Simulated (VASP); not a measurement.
Input:

```yaml
crystal:
  lattice:
    - [3.25000, 0.00000, 0.00000]
    - [0.00000, 3.25000, 0.00000]
    - [0.00000, 0.00000, 3.25000]
  atoms:
    - { symbol: In, position: [0.50000, 0.50000, 0.50000] }
    - { symbol: Pd, position: [0.00000, 0.00000, 0.00000] }
```
Cell charge -0.02.

Level of theory: PBE GGA, VASP's PBE PAW potentials (set 64) (plane waves; VASP). Numerical set-up: NELECT = 23.02, 400 eV cut-off, 10×10×10 Γ-centred mesh, Gaussian smearing of 0.050 eV, potentials In_d Pd.

The cell is charged, with a uniform compensating background.

Problem. Give the stress tensor in GPa (positive for a compressed cell).

Solution. 
```
8.14  0.00  0.00
0.00  8.14  0.00
0.00  0.00  8.14
```
The pressure is its mean diagonal, 8.14 GPa.

The compound is PdIn in the CsCl type structure. The cell was not relaxed at this level. The run is one of a series of settings (ISMEAR = 0, NELECT = 23.02, SIGMA = 0.05 against the base run), some of them coarse on purpose. The electron count is odd and the run is not spin-polarised, which forces a metal.
